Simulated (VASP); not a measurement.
VASP runs on Pd (space group P6/mmm) share one base input (PBE GGA, plane waves, VASP's PBE PAW potentials (set 64)) and change the settings named in each case.

**KPOINTS**
```
Automatic
0
G
  9 9 12
0 0 0
```

**POSCAR**
```
Pd
1
    4.3616640000     0.0000000000     0.0000000000
   -2.1808320000     3.7773120000     0.0000000000
    0.0000000000     0.0000000000     2.6528350000
Pd
3
Direct
  0.0000000000   0.0000000000   0.0000000000
  0.3333330000   0.6666670000   0.5000000000
  0.6666670000   0.3333330000   0.5000000000
```

**INCAR**
```
SYSTEM  =  Pd
PREC  =  Accurate
SIGMA  =  0.05
LMAXMIX  =  4   ! l cut-off of mixed one-centre charges
ISMEAR  =  0
LCHARG  =  .False.
LREAL  =  .False.
ENCUT  =  300   ! plane-wave cut-off (eV)
EDIFF  =  1E-6   ! SCF stop (eV)
ALGO  =  Normal   ! blocked Davidson
ISIF  =  2
LWAVE  =  .False.
LASPH  =  .True.
GGA  =  PE
NELM  =  100   ! most electronic steps
```

POTCAR, in this order: Pd (PBE.64 set). Program: vasp_std.

```json
[
 {"change": "base run", "E(σ→0) (eV/atom)": "-5.0684", "pressure (GPa)": "13.62", "−TS (eV)": "-0.0088"},
 {"change": "GGA removed, POTCAR Pd (LDA.64 set)", "E(σ→0) (eV/atom)": "-6.3683", "pressure (GPa)": "?", "−TS (eV)": "?"},
 {"change": "GGA_COMPAT = .FALSE., LNONCOLLINEAR = .TRUE., LSORBIT = .TRUE., MAGMOM = 0.0 0.0 0.0 0.0 0.0 0.0 0.0 0.0 0.0, program vasp_ncl", "E(σ→0) (eV/atom)": "-5.1110", "pressure (GPa)": "?", "−TS (eV)": "?"},
 {"change": "KPOINTS 3×3×4 Γ-centred mesh", "E(σ→0) (eV/atom)": "-5.1598", "pressure (GPa)": "11.92", "−TS (eV)": "-0.0148"}
]
```

Q: Complete the blanks.

A: 
- GGA_COMPAT = .FALSE., LNONCOLLINEAR = .TRUE., LSORBIT = .TRUE., MAGMOM = 0.0 0.0 0.0 0.0 0.0 0.0 0.0 0.0 0.0, program vasp_ncl, pressure (GPa): 13.76
- GGA_COMPAT = .FALSE., LNONCOLLINEAR = .TRUE., LSORBIT = .TRUE., MAGMOM = 0.0 0.0 0.0 0.0 0.0 0.0 0.0 0.0 0.0, program vasp_ncl, −TS (eV): -0.0085
- GGA removed, POTCAR Pd (LDA.64 set), pressure (GPa): -1.66
- GGA removed, POTCAR Pd (LDA.64 set), −TS (eV): -0.0090

Energies of different potentials or functionals have different zeros.  At 300 eV the pressure can carry a Pulay error.

Left out are runs that ran out of time, are held back, or changed the cell or the kind of run, fixed moments of cells without a moment, rows past the twelfth, gaps on odd meshes, pressures of charged cells and columns that move by less than the noise.

The structure was generated: Pd was put into an ordered model structure, which need not be its known phase. The cell was not relaxed at this level.
